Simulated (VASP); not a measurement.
Output of a VASP run:

### OSZICAR
```
       N       E                     dE             d eps       ncg     rms          rms(c)
DAV:   1    -0.135285405916E+02   -0.13529E+02   -0.81423E+03  2738   0.107E+03
DAV:   2    -0.632189687344E+02   -0.49690E+02   -0.48800E+02  2780   0.280E+02
DAV:   3    -0.661609083895E+02   -0.29419E+01   -0.27388E+01  3797   0.370E+01
DAV:   4    -0.662692539891E+02   -0.10835E+00   -0.10714E+00  3380   0.796E+00
DAV:   5    -0.662729301445E+02   -0.36762E-02   -0.36656E-02  3976   0.111E+00    0.292E+01
DAV:   6    -0.642459770593E+02    0.20270E+01   -0.42010E-01  2930   0.723E+00    0.158E+01
DAV:   7    -0.627488828597E+02    0.14971E+01   -0.57406E-01  4010   0.767E+00    0.147E+00
DAV:   8    -0.641113676094E+02   -0.13625E+01   -0.51581E-01  3894   0.658E+00    0.328E+00
DAV:   9    -0.640867197919E+02    0.24648E-01   -0.25958E-02  2950   0.176E+00    0.104E+00
DAV:  10    -0.639077676408E+02    0.17895E+00   -0.30782E-02  2770   0.205E+00    0.148E+00
DAV:  11    -0.639177280511E+02   -0.99604E-02   -0.59250E-04  3848   0.253E-01    0.129E+00
DAV:  12    -0.639294599942E+02   -0.11732E-01   -0.44637E-02  2745   0.240E+00    0.850E-01
DAV:  13    -0.639380677184E+02   -0.86077E-02   -0.21483E-03  3230   0.554E-01    0.614E-01
DAV:  14    -0.639358417921E+02    0.22259E-02   -0.20892E-04  2940   0.143E-01    0.748E-01
DAV:  15    -0.639399011618E+02   -0.40594E-02   -0.78241E-04  2975   0.260E-01    0.477E-01
DAV:  16    -0.639446334311E+02   -0.47323E-02   -0.30255E-03  2770   0.603E-01    0.111E-01
DAV:  17    -0.639445134373E+02    0.11999E-03   -0.36707E-04  3376   0.181E-01    0.573E-02
DAV:  18    -0.639446127567E+02   -0.99319E-04   -0.96801E-05  2855   0.121E-01    0.160E-02
DAV:  19    -0.639445882379E+02    0.24519E-04   -0.12721E-05  3065   0.462E-02    0.575E-02
DAV:  20    -0.639446231634E+02   -0.34925E-04   -0.13535E-05  2975   0.419E-02    0.147E-02
DAV:  21    -0.639445960620E+02    0.27101E-04   -0.36023E-06  2900   0.251E-02    0.172E-02
DAV:  22    -0.639446100263E+02   -0.13964E-04   -0.12114E-06  2975   0.110E-02    0.679E-03
DAV:  23    -0.639446037154E+02    0.63108E-05   -0.33095E-07  2920   0.664E-03    0.568E-03
DAV:  24    -0.639446085757E+02   -0.48602E-05   -0.52683E-07  2850   0.712E-03    0.556E-04
DAV:  25    -0.639446035973E+02    0.49784E-05   -0.15333E-07  2214   0.457E-03    0.458E-04
DAV:  26    -0.639446044708E+02   -0.87353E-06   -0.21452E-08  1510   0.174E-03    0.303E-04
DAV:  27    -0.639446032550E+02    0.12159E-05   -0.64842E-09  1515   0.105E-03    0.154E-04
DAV:  28    -0.639446033209E+02   -0.65934E-07   -0.31231E-09  1505   0.590E-04
   1 F= -.63944603E+02 E0= -.63944603E+02  d E =0.000000E+00
       N       E                     dE             ncg
```

**OUTCAR**
```
------------------------ aborting loop because EDIFF is reached ----------------------------------------
  FORCE on cell =-STRESS in cart. coord.  units (eV):
  Direction    XX          YY          ZZ          XY          YZ          ZX
  --------------------------------------------------------------------------------------
  Total        0.0234304      0.0234304      0.1494290      0.0000000     -0.0000000      0.0000000
  in kB        0.5872936      0.5872935      3.7455065      0.0000000     -0.0000000      0.0000000
  external PRESSURE =       1.6400312 kB  Pullay stress =       0.0000000 kB
  volume of cell :       63.92
      direct lattice vectors                 reciprocal lattice vectors
     1.819885160 -3.152133352  0.000000000     0.274742611 -0.158622731  0.000000000
     1.819885160  3.152133352  0.000000000     0.274742611  0.158622731  0.000000000
     0.000000000  0.000000000  5.571296950     0.000000000  0.000000000  0.179491420
 POSITION                                       TOTAL-FORCE (eV/Angst)
 -----------------------------------------------------------------------------------
      1.81989      1.05071      1.39282        -0.000000     -0.000000      0.000000
      1.81989     -1.05071      4.17847         0.000000      0.000000      0.000000
 -----------------------------------------------------------------------------------
    total drift:                                0.000000      0.000105     -0.000010
  FREE ENERGIE OF THE ION-ELECTRON SYSTEM (eV)
  ---------------------------------------------------
  free  energy   TOTEN  =       -63.9446033209 eV

  energy  without entropy=      -63.9446033209  energy(sigma->0) =      -63.94460332

 total charge

# of ion       s       p       d       tot
------------------------------------------
    1        0.463   6.420   1.106   7.989
    2        0.463   6.420   1.106   7.989
--------------------------------------------------
tot          0.925  12.840   2.211  15.977
```
(Selected blocks of OUTCAR.)

**POSCAR**
```
Dy
1
    1.8198851595    -3.1521333523     0.0000000000
    1.8198851595     3.1521333523    -0.0000000000
   -0.0000000000     0.0000000000     5.5712969504
Dy
2
Direct
  0.3333330000   0.6666670000   0.2500000000
  0.6666670000   0.3333330000   0.7500000000
```

Question: Reconstruct the remaining input files.

Answer: Several could match; the one computed here: the input of the run itself, r2SCAN meta-GGA, plane waves, VASP's PBE PAW potentials (set 64).

File KPOINTS:
```
Automatic mesh
0
Gamma
13 13 8
0 0 0
```

File KPOINTS_OPT:
```
k-points along high-symmetry lines
6
Line-mode
Reciprocal
  0.000000   0.000000   0.000000 ! GAMMA
  0.000000   0.500000   0.000000 ! M

  0.000000   0.500000   0.000000 ! M
 -0.333333   0.666667   0.000000 ! K

 -0.333333   0.666667   0.000000 ! K
  0.000000   0.000000   0.000000 ! GAMMA

  0.000000   0.000000   0.000000 ! GAMMA
  0.000000   0.000000   0.500000 ! A

  0.000000   0.000000   0.500000 ! A
  0.000000   0.500000   0.500000 ! L

  0.000000   0.500000   0.500000 ! L
 -0.333333   0.666667   0.500000 ! H

 -0.333333   0.666667   0.500000 ! H
  0.000000   0.000000   0.500000 ! A

  0.000000   0.500000   0.500000 ! L
  0.000000   0.500000   0.000000 ! M

 -0.333333   0.666667   0.500000 ! H
 -0.333333   0.666667   0.000000 ! K
```

INCAR:
```
ALGO=Normal
EDIFF=1E-7
ENCUT=400
ISIF=2
ISMEAR=-5
LASPH=.TRUE.
LCHARG=.FALSE.
LMAXMIX=6
LMIXTAU=.TRUE.
LORBIT=11
LREAL=.FALSE.
LWAVE=.FALSE.
METAGGA=R2SCAN
NEDOS=601
NELM=100
PREC=Accurate
SYSTEM=Dy
```

POTCAR, in this order: Dy_3 (PBE.64 set). Program: vasp_std.

The 4f electrons are frozen in the core of the lanthanide potential, so 4f levels, which can set the real gap, and their magnetism are missing. For a metal the tetrahedron method with Blöchl corrections gives inexact stress and forces.

The compound is Dy in the hcp structure. It was relaxed first.
